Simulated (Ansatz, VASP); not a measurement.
## Sc in two plane-wave programs

One calculation is typed for both programs; each brings its own data sets and cutoff. How far apart do they land? The cell is taken from a series of VASP runs on this material, whose earlier steps may have relaxed, scaled or displaced it; both programs get it as it stands.

Main program and level: Ansatz 0.2.0; plane waves, with VASP 6.6.1 beside it; relaxation of cell and atoms at r2SCAN.

## Step 1: Starting point

It takes space group P6_3/mmc (No. 194, hexagonal). The conventional cell has a = 3.332 Å, b = 3.332 Å, c = 5.193 Å, α = 90.00°, β = 90.00°, γ = 120.00°. Nearest to Sc lie 12 Sc at 3.23 to 3.33 Å.

Coordinates:

```cif
data_structure
_symmetry_space_group_name_H-M 'P 1'
_symmetry_Int_Tables_number 1
_cell_length_a 3.3319
_cell_length_b 3.3319
_cell_length_c 5.1930
_cell_angle_alpha 90.000
_cell_angle_beta 90.000
_cell_angle_gamma 120.000
_cell_volume 49.93
loop_
_atom_site_label
_atom_site_type_symbol
_atom_site_fract_x
_atom_site_fract_y
_atom_site_fract_z
_atom_site_occupancy
Sc1 Sc 0.66667 0.33333 0.75000 1
Sc2 Sc 0.33333 0.66667 0.25000 1
```

## Step 2: VASP: relaxation of cell and atoms, r2SCAN

The relaxed volume is the usual yardstick between codes: its relative difference is about their pressure difference at one cell divided by the bulk modulus.

Lines of VASP's logs that name or quote its potential files are left out, and so is its time.

Input file INCAR:

```
SYSTEM = Sc
PREC = Accurate
ENCUT = 450
EDIFF = 1E-06
NELM = 100
ISMEAR = 1
SIGMA = 0.15
LREAL = .FALSE.
ALGO = Normal
METAGGA = R2SCAN
LASPH = .TRUE.
NBANDS = 17
LORBIT = 11
LWAVE = .FALSE.
LCHARG = .FALSE.
KPAR = 4
IBRION = 2
NSW = 50
ISIF = 3
EDIFFG = -0.004
```

Input file POSCAR:

```
Sc
1.0
    3.3319361887      0.0000000000      0.0000000000
   -1.6659680943      2.8855413832      0.0000000000
    0.0000000000      0.0000000000      5.1930262633
Sc
2
Direct
    0.6666666667      0.3333333333      0.7500000000
    0.3333333333      0.6666666667      0.2500000000
```

Input file KPOINTS:

```
Automatic mesh
0
Gamma
16 16 8
0 0 0
```

PAW data sets: Sc_sv (PBE family, release 64).

On the command line:

```sh
$ mpirun -np 4 vasp_std
```

Numbers of over 12 decimals in the logs are rounded to 6 here.

Log:

```text
[banner, memory and clock lines left out]
running    4 mpi-ranks, on    1 nodes
 distrk:  each k-point on    1 cores,    4 groups
 distr:  one band on    1 cores,    1 groups

 POSCAR found type information on POSCAR Sc
 POSCAR found :  1 types and       2 ions
|                                                                             |
|               ----> ADVICE to this user running VASP <----                  |
|                                                                             |
|     You enforced a specific xc type in the INCAR file but a different       |
|     [... a line on the potential file left out ...]
|     I HOPE YOU KNOW WHAT YOU ARE DOING!                                     |
|                                                                             |

 LDA part: xc-table for (None), standard interpolation
 POSCAR, INCAR and KPOINTS ok, starting setup
 FFT: planning ... GRIDC
 FFT: planning ... GRID_SOFT
 FFT: planning ... GRID
 WAVECAR not read
 entering main loop
       N       E                     dE             d eps       ncg     rms          rms(c)
DAV:   1     0.335488850844E+03    0.33549E+03   -0.10732E+04  5116   0.126E+03
DAV:   2    -0.997791695762E+01   -0.34547E+03   -0.33959E+03  6532   0.591E+02
DAV:   3    -0.286482585311E+02   -0.18670E+02   -0.17965E+02  8489   0.157E+02
DAV:   4    -0.289444693455E+02   -0.29621E+00   -0.29253E+00  7364   0.184E+01
DAV:   5    -0.289490331829E+02   -0.45638E-02   -0.45596E-02  8775   0.234E+00    0.973E+00
DAV:   6    -0.227729091444E+02    0.61761E+01   -0.67598E+00  6445   0.356E+01    0.209E+00
DAV:   7    -0.227031645447E+02    0.69745E-01   -0.48628E-01  6918   0.868E+00    0.113E+00
DAV:   8    -0.227094410082E+02   -0.62765E-02   -0.32861E-02  7511   0.202E+00    0.329E-01
DAV:   9    -0.227109211056E+02   -0.14801E-02   -0.46098E-03  8002   0.950E-01    0.378E-02
DAV:  10    -0.227109204770E+02    0.62863E-06   -0.18049E-04  8220   0.184E-01    0.350E-02
DAV:  11    -0.227109328839E+02   -0.12407E-04   -0.31734E-05  7491   0.764E-02    0.583E-03
DAV:  12    -0.227109361121E+02   -0.32282E-05   -0.13990E-06  4680   0.190E-02    0.102E-03
DAV:  13    -0.227109352205E+02    0.89154E-06   -0.33879E-07  3977   0.128E-02
   1 F= -.22710935E+02 E0= -.22710078E+02  d E =-.227109E+02
 curvature:   0.00 expect dE= 0.000E+00 dE for cont linesearch  0.000E+00
 trial: gam= 0.00000 g(F)=  0.153E-46 g(S)=  0.147E-05 ort = 0.000E+00 (trialstep = 0.100E+01)
 search vector abs. value=  0.147E-05
 reached required accuracy - stopping structural energy minimisation
```

Parts of OUTCAR (step 2):

```text
ion  position               nearest neighbor table
   1  0.667  0.333  0.750-   2 3.23   2 3.23   2 3.23   2 3.23   2 3.23   2 3.23
   2  0.333  0.667  0.250-   1 3.23   1 3.23   1 3.23   1 3.23   1 3.23   1 3.23

  LATTYP: Found a hexagonal cell.
 ALAT       =     3.3319361887
 C/A-ratio  =     1.5585611396

 Subroutine GETGRP returns: Found 24 space group operations
 (whereof 12 operations were pure point group operations)

The static configuration has the point symmetry D_3d.
 The point group associated with its full space group is D_6h.

 Found    150 irreducible k-points:

   k-points           NKPTS =    150   k-points in BZ     NKDIM =    150   number of bands    NBANDS=     17

   dimension x,y,z NGX =    24 NGY =   24 NGZ =   36
   dimension x,y,z NGXF=    48 NGYF=   48 NGZF=   72

   ENCUT  =  450.0 eV  33.07 Ry    5.75 a.u.   5.76  5.76  8.98*2*pi/ulx,y,z

   NELECT =      22.0000    total number of electrons

 k-points in reciprocal lattice and weights: Automatic mesh
   0.00000000  0.00000000  0.00000000       0.000
   0.06250000  0.00000000  0.00000000       0.003
   0.12500000  0.00000000  0.00000000       0.003
   0.18750000  0.00000000  0.00000000       0.003
   0.25000000  0.00000000  0.00000000       0.003
   0.31250000  0.00000000  0.00000000       0.003
   0.37500000  0.00000000  0.00000000       0.003
   0.43750000 -0.00000000  0.00000000       0.003
   0.50000000  0.00000000  0.00000000       0.001
[...]
0.37500000  0.25000000  0.50000000       0.003
   0.31250000  0.31250000  0.50000000       0.003

 average (electrostatic) potential at core
       1 -51.5748       2 -51.5748

 E-fermi :   3.6440

 k-point     1 :       0.0000    0.0000    0.0000
  band No.  band energies     occupation
    ...
      6     -25.3526      2.00000
      7     -25.3526      2.00000
      8     -25.3310      2.00000
      9      -1.8318      2.00000
     10       1.9651      2.00000
     11       4.0800     -0.00031
     12       5.4337     -0.00000
     13       5.4338     -0.00000
     14       5.7067     -0.00000
     15       5.9096     -0.00000
    ...

 k-point     2 :       0.0625    0.0000    0.0000
  band No.  band energies     occupation
    ...
      6     -25.3630      2.00000
      7     -25.3538      2.00000
      8     -25.3334      2.00000
      9      -1.7432      2.00000
     10       2.0381      2.00000
     11       4.0157     -0.00255
     12       5.2565     -0.00000
     13       5.4970     -0.00000
     14       5.8225     -0.00000
     15       5.8627     -0.00000
    ...

 k-point     3 :       0.1250    0.0000    0.0000
  band No.  band energies     occupation
    ...
      6     -25.3920      2.00000
      7     -25.3574      2.00000
      8     -25.3405      2.00000
      9      -1.4821      2.00000
     10       2.2446      2.00000
     11       3.8495     -0.06564
     12       4.9305     -0.00000
     13       5.6837     -0.00000
     14       5.6890     -0.00000
     15       5.9557     -0.00000
    ...

  Total        0.0041547      0.0041547     -0.0051464      0.0000000      0.0000000     -0.0000000
  in kB        0.1333226      0.1333226     -0.1651457      0.0000000      0.0000000     -0.0000000
  external PRESSURE =       0.0338332 kB  Pullay stress =       0.0000000 kB

  energy-cutoff  :      450.00
  volume of cell :       49.93
      direct lattice vectors                 reciprocal lattice vectors
     3.331936189  0.000000000  0.000000000     0.300125796  0.173277709  0.000000000
    -1.665968094  2.885541383  0.000000000     0.000000000  0.346555418  0.000000000
     0.000000000  0.000000000  5.193026263     0.000000000  0.000000000  0.192565943

 POSITION                                       TOTAL-FORCE (eV/Angst)
 -----------------------------------------------------------------------------------
      1.66597      0.96185      3.89477         0.000000     -0.000000      0.000000
     -0.00000      1.92369      1.29826        -0.000000      0.000000      0.000000
 -----------------------------------------------------------------------------------
    total drift:                               -0.000000      0.000000     -0.000000

  FREE ENERGIE OF THE ION-ELECTRON SYSTEM (eV)
  ---------------------------------------------------
  free  energy   TOTEN  =       -22.7109352205 eV

  energy  without entropy=      -22.7083650287  energy(sigma->0) =      -22.71007849

 reached required accuracy - stopping structural energy minimisation

 total charge
# of ion       s       p       d       tot
------------------------------------------
    1        2.260   6.113   0.953   9.326
    2        2.260   6.113   0.953   9.326
--------------------------------------------------
tot          4.520  12.226   1.907  18.653

[... 3 further parts left out ...]
```

CONTCAR:

```
Sc
   1.00000000000000
     3.3319361886999999    0.0000000000000000    0.0000000000000000
    -1.6659680942999999    2.8855413832000001    0.0000000000000000
     0.0000000000000000    0.0000000000000000    5.1930262633000002
  Sc
     2
Direct
     0.6666666667000030    0.3333333332999970    0.7500000000000000
     0.3333333332999970    0.6666666667000030    0.2500000000000000
```

The run keeps the 24 symmetry operations of its start, so it cannot find a distortion of lower symmetry.

## Step 3: Ansatz: relaxation of cell and atoms, r2SCAN

Ansatz runs on its default PAW (the set named soft_2) files.

The same cell, functional, mesh and smearing now go to Ansatz, which takes its cutoff from its data sets.

Input file input.yaml:

```yaml
crystal:
  lattice:
    - [3.3319361887, 0.0, 0.0]
    - [-1.6659680943, 2.8855413832, 0.0]
    - [0.0, 0.0, 5.1930262633]
  atoms:
    - { symbol: Sc, position: [0.6666666667, 0.3333333333, 0.75] }
    - { symbol: Sc, position: [0.3333333333, 0.6666666667, 0.25] }
hamiltonian:
  xc: r2scan
  pseudopotentials: { kind: paw }
kpoints:
  mp_grid: { grid: [16, 16, 8] }
scf:
  occupations: { method: methfessel_paxton, width: 0.15 }
relax:
  f_tol: 0.01
  max_steps: 60
  cell: { stress_tol: 0.05 }
output:
  forces: true
  stress: true
  write_density: true
  write_potential: true
  elf: true
  volumetric_format: npy
```

On the command line:

```sh
$ ansatz run input.yaml --threads 4 --pin off --max-ram 9216MiB --backend cpu --events-out ev --progress --plain --runs-dir out
```

Log:

```text
Engine: ansatz 0.2.0, x86_64-unknown-linux-gnu
Pseudopotentials: kind: paw
Pseudopotential: Sc, paw, valence charge 11, recommended cutoff 500 eV (meta_gga), Sc.paw.azcp
Functional definition: r2SCAN
  parameter k0 = 0.174
  parameter k1 = 0.065
  parameter a1 = 4.9479
  exchange = r2scan_x(k0 = k0, k1 = k1, a1 = a1)
  correlation = r2scan_c
Crystal: 2 atoms, lattice volume = 49.928 Å³
Basis set: ecut = 500 eV, 1243 PW (Γ), exchange–correlation on 100×100×160 points (64 copies of the dense FFT grid, shifted against one another)
Bands: 15, of which v1, the nominal top of the filled ones, is band 11 counted from 1 (10 counted from 0)
Symmetry: 24 space group operations
Space group: P63/mmc (ITA 194), of the structure as read, at distance tolerance 3.7e-5 Å
k-points: 150 of 2048
Non-local potential: Sc, projectors of the file, l = 0: 3, l = 1: 2, l = 2: 3, l = 3: 1
PAW form: soft (Blöchl's): semilocal exchange-correlation on the pseudo side does not see the compensation charge
PAW frozen core: Sc, regenerated for the run's functional (the file was generated under x = pbe(κ = 0.804, μ = 0.219515), c = pbe(β = 0.066725))
PAW one-centre angular grid: Sc, 590 points (default); XC on 160 Gauss nodes
Initial density: superposition of atomic densities (neutral atoms: chi_scale 0, normalization atom), corrected by the library's trained network
Initial wavefunctions: pseudopotential atomic-orbital guess
Functional: x = r2scan, c = r2scan; τ floored in thin density (d = 2e-4 eV/Å³)
SCF iter   1: F=—  HF=-4281.116361 eV  |F-HF|=—  |Δ(HF+E_count)|=         —  Δρ=1.10e-2  dr2=6.18e-2  dr2_τ=4.95e-3  ethr=1.77e-3  ⟨swp⟩=3.1  Hψ=9278  notcnv=0
preconditioner: auto → none  [metal: Δε(μ)=0.015 eV  Ē_g=2.789 eV  σ=0.150 eV  W_gap=0.08  n_scr=8 (ndim 8)  ℏωp=12.9 eV  f_vac=0.000  D(μ)=4.16/eV (n_scr^D=42)  sad-step TF]
SCF iter   2: F=—  HF=-4281.144421 eV  |F-HF|=—  |Δ(HF+E_count)|=   2.81e-2  S|Δr|=    0.00e0  Δρ=4.91e-3  dr2=1.41e-2  dr2_τ=3.93e-4  ethr=2.81e-4  ⟨swp⟩=3.0  Hψ=5399  notcnv=0  defer=5
SCF iter   3: F=—  HF=-4281.141625 eV  |F-HF|=—  |Δ(HF+E_count)|=   2.80e-3  S|Δr|=    0.00e0  Δρ=7.29e-4  dr2=1.47e-4  dr2_τ=4.57e-5  ethr=6.42e-5  ⟨swp⟩=2.8  Hψ=4228  notcnv=0  defer=5
SCF iter   4: F=—  HF=-4281.141800 eV  |F-HF|=—  |Δ(HF+E_count)|=   1.75e-4  S|Δr|=    0.00e0  Δρ=1.75e-4  dr2=8.14e-6  dr2_τ=7.72e-7  ethr=6.67e-7  ⟨swp⟩=2.4  Hψ=3912  notcnv=0  defer=5
SCF iter   5: F=—  HF=-4281.141811 eV  |F-HF|=—  |Δ(HF+E_count)|=   1.10e-5  S|Δr|=    0.00e0  Δρ=3.27e-5  dr2=2.25e-7  dr2_τ=3.08e-8  ethr=3.70e-8  ⟨swp⟩=3.0  Hψ=3696  notcnv=0  defer=5
SCF iter   6: F=-4281.141811 eV  HF=-4281.141811 eV  |F-HF|=5.35e-9  |Δ(HF+E_count)|=   3.82e-7  S|Δr|=    0.00e0  Δρ=3.85e-6  dr2=7.41e-9  dr2_τ=4.72e-10  ethr=4.55e-10  ⟨swp⟩=7.0  Hψ=11448  notcnv=0
SCF 1 converged in 6 iterations: F = -4281.141811 eV  dr2 = 7.41e-9
  greatest PAW one-centre occupation: 0.998 electrons in one spin orbital (limit 2), on the Sc atom at site 1 (counted from 0), in its partial waves of l = 0
relax step   1: F+E_penalty+E_count = -4281.14181133 eV  Δ(F+E_penalty+E_count) = +0.000e0 eV  max|allowed force component| = 3.701e-17 eV/Å  Δτ_max = 0.0000 Å  P = -0.141 GPa  Ω = 49.928 Å³  (6 SCF iters, dr2 threshold 1.00e-7 eV, accepted)
[...]
relax step   2: F+E_penalty+E_count = -4281.14195957 eV  Δ(F+E_penalty+E_count) = -1.482e-4 eV  max|allowed force component| = 1.342e-16 eV/Å  Δτ_max = 0.0000 Å  P = +0.039 GPa  Ω = 49.764 Å³  energy of the carried Pulay correction = +9.428e-5 eV  (4 SCF iters, dr2 threshold 6.49e-8 eV, accepted)
[...]
relax step   3: F+E_penalty+E_count = -4281.14186363 eV  Δ(F+E_penalty+E_count) = +9.594e-5 eV  max|allowed force component| = 1.342e-16 eV/Å  Δτ_max = 0.0000 Å  P = +0.039 GPa  Ω = 49.764 Å³  stress off target by 4.69e-2 GPa  SCF on the basis re-selected at this cell (its energy is not comparable with the rows above)  (4 SCF iters)
basis re-selected at this cell: Δ(F+E_penalty+E_count) = +9.594e-5 eV, ΔP = -0.001 GPa vs the last step (what re-selecting the basis moved, of the pressure what is left beyond the Pulay correction that the steps carried, after the strain that the cell walked since its last selection, with what the two solves' SCF thresholds leave and, on support functions, any second-order correction that the steps lacked; it is no m [...]
SCF converged after 4 iterations
Stability not checked: this state was not tested for a lower state beside it, because cold or Methfessel-Paxton smearing, or corrected tetrahedra, fill the levels in a way that the test cannot read (fill_not_monotonic; see scf.lower_state_search)
Free energy (F): -4281.141864 eV
Harris-Foulkes:  -4281.141864 eV  (|F-HF|=9.09e-13)
Internal energy: -4281.139286 eV  (E = F + TS)
E sigma→0 (E₀):  -4281.141219 eV
Entropy (-TS):   -0.002578 eV (-1.289 meV/atom)
Fermi energy:    9.172473 eV
--- Per-component energies (eV) ---
  E_band       = -362.558233
  E_kinetic    = 519.849842
  E_local      = -1687.120923  (includes V_loc(G=0)·N_el)
  E_nonlocal   = 163.594119
  E_hartree    = 573.628751
  E_xc         = -199.645415
  E_vxc        = -282.161295  (∫ρ·V_xc dr)
  E_paw        = -1927.802845  (= ΣΔE_a)
  E_vpaw       = -242.585889  (= ΣTr[D̂ρ^β])
  E_aug_tail   = 0.000010  (compensation charges beyond the density's cutoff)
  E_vtau       = 18.608399  (kinetic-family band-sum trace: ∫τ·v_τ [+ j·A + Jᵃ·Aᵃ] dr)
  E_ewald      = -1723.165839
  E_core_change = -0.476984  (= ΣΔE_core)
  E_smearing   = -0.002578  (= −TS)
  E_closure    = 0.000000  (closes the sum)
  Σ components = -4281.141864   (vs F -4281.141864, Δ=0.00e0)
--- Forces (eV/Å), atoms counted from 1 ---
  atom   1  Sc     0.00000000     0.00000000     0.00000000
  atom   2  Sc    -0.00000000    -0.00000000     0.00000000
  max |Σ_I F_I| component: 9.25e-18 eV/Å
--- Stress (GPa, compression-positive) ---
        0.046905      -0.000000       0.000000
       -0.000000       0.046905       0.000000
        0.000000       0.000000       0.021691
  P = ⅓ Tr σ = 0.0385 GPa (0.385 kbar)
--- Band table (eV; the first three rows and the last of 150) ---
  k-point 0: bands = [... 7 lower, -19.8063, 3.7055, 7.5007, 9.6134, 10.9613, 10.9613, 11.2370, 11.4377]
  k-point 1: bands = [... 7 lower, -19.8235, 3.8155, 7.3108, 9.6207, 10.9066, 10.9066, 11.1599, 11.3684]
  k-point 2: bands = [... 7 lower, -19.8389, 4.1385, 6.7838, 9.7131, 10.8293, 10.8293, 10.9422, 11.2035]
  k-point 149: bands = [... 7 lower, -19.8771, 8.6239, 8.6239, 9.1989, 9.1989, 9.4262, 9.4262, 11.7861]
--- Relaxed structure (2 steps of the walk, 2 accepted, 1 SCFs on fresh bases) ---
  F+E_penalty+E_count = -4281.14186363 eV   max|allowed force component| = 1.342e-16 eV/Å   (the final SCF, on the basis selected at the relaxed cell)
  cell:  # Å, volume = 49.7644 Å³
    - [3.328626, -2.8838779935227636e-11, 0.0]
    - [-1.664313, 2.882674, 0.0]
    - [0.0, 0.0, 5.186309]
  atoms:
    - { symbol: Sc, position: [0.666667, 0.333333, 0.750000] }
    - { symbol: Sc, position: [0.333333, 0.666667, 0.250000] }
```

It took 4.9 s on 4 threads of Intel Xeon 6975P-C (Granite Rapids), shared host; peak memory 0.62 GiB.

## Step 4: Comparison

Known differences besides the potentials themselves: VASP keeps PBE cores, Ansatz makes them for the functional; both relaxations stop at a tolerance, which leaves soft axes loose, and VASP keeps its plane-wave basis; the cutoff is 500 eV in Ansatz and 450 eV in VASP; Ansatz adds a Pulay correction to the stress that steers its cell, VASP none. Total energies have different zeros and are not compared.

Both answers:

```tsv
quantity	Ansatz	VASP	difference
volume (Å³)	49.76	49.93	-0.33 %
edge a after relaxation, in the typed setting (Å)	3.329	3.332	-0.10 %
edge c after relaxation, in the typed setting (Å)	5.186	5.193	-0.13 %
```

The walks stopped with 0.04 GPa left in Ansatz and 0.00 GPa in VASP; each walk ends within a tolerance, so the volume difference is uncertain by about these residues over the bulk modulus, most in soft cells.

## Step 5: Outcome

| Quantity | Value |
| --- | --- |
| difference in volume (relaxation of cell and atoms, r2SCAN) | -0.33 % |

In words: The difference in volume is -0.33 % (relaxation of cell and atoms, r2SCAN), within the 1.2 % picked in this series as the mark of a large difference, as far as the stopping tolerances let one tell. How closely two codes agree says nothing of how well the functional describes the real material.

[Lines on the potential files, build, host, timing and source positions are cut from VASP's logs without a mark.]

[Logs are printed without paths, hosts, clocks, repeated set-up lines and the standing remarks that a program may print on its own settings, such as how far it seeks lower states.]

[Hosts, paths, dates, database ids (printed as entryN), source tags and the programs' standing remarks are cut or masked in the printed files.]
